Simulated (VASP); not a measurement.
An input for Ansatz (written as the equivalent of a VASP run, and not itself run):

Ansatz 0.2 input:
```yaml
crystal:
  lattice:
    - [1.8850000, -3.2649160, 0.0000000]
    - [1.8850000, 3.2649160, 0.0000000]
    - [0.0000000, 0.0000000, 12.1600000]
  atoms:
    - { symbol: La, position: [0.0000000, 0.0000000, 0.5000000] }
    - { symbol: La, position: [0.0000000, 0.0000000, 0.0000000] }
    - { symbol: La, position: [0.3333330, 0.6666670, 0.2500000] }
    - { symbol: La, position: [0.6666670, 0.3333330, 0.7500000] }
kpoints:
  mp_grid: { grid: [7, 7, 2] }
hamiltonian:
  xc: pbe
  pseudopotentials: { kind: paw }
scf:
  occupations: { method: fermi_dirac, width: 0.1 }
  max_iter: 100
output: { forces: true, stress: true, eigenvalues: true }
```

### Question
Translate this input to VASP (INCAR, KPOINTS, POSCAR, choice of POTCAR).

### Answer
One answer among several that fit: 
**KPOINTS**
```
kpoints
0
Gamma
 7 7 2
```

**INCAR**
```
ALGO=Normal
EDIFF=1E-6
ENCUT=300
GGA=PE
ISIF=2
ISMEAR=-1
LASPH=.TRUE.
LCHARG=.FALSE.
LMAXMIX=6
LREAL=.FALSE.
LWAVE=.FALSE.
NELM=100
PREC=Accurate
SIGMA=0.1
SYSTEM=La
```

**POSCAR**
```
La
1
    1.8850000000    -3.2649160000     0.0000000000
    1.8850000000     3.2649160000     0.0000000000
    0.0000000000     0.0000000000    12.1600000000
La
4
Direct
  0.0000000000   0.0000000000   0.5000000000
  0.0000000000   0.0000000000   0.0000000000
  0.3333330000   0.6666670000   0.2500000000
  0.6666670000   0.3333330000   0.7500000000
```

POTCAR, in this order: La (PBE.64 set). Program: vasp_std.

What does not carry over: each code has its own PAW files, so the cut-off isn't converted (ENCUT is set for VASP's; basis.ecutwfc is left out, and Ansatz then takes the one that its files recommend); Ansatz stops its SCF on the density residual and VASP on the energy change (EDIFF).

The structure is a typed La crystal (P6_3/mmc). The cell was not relaxed at this level.
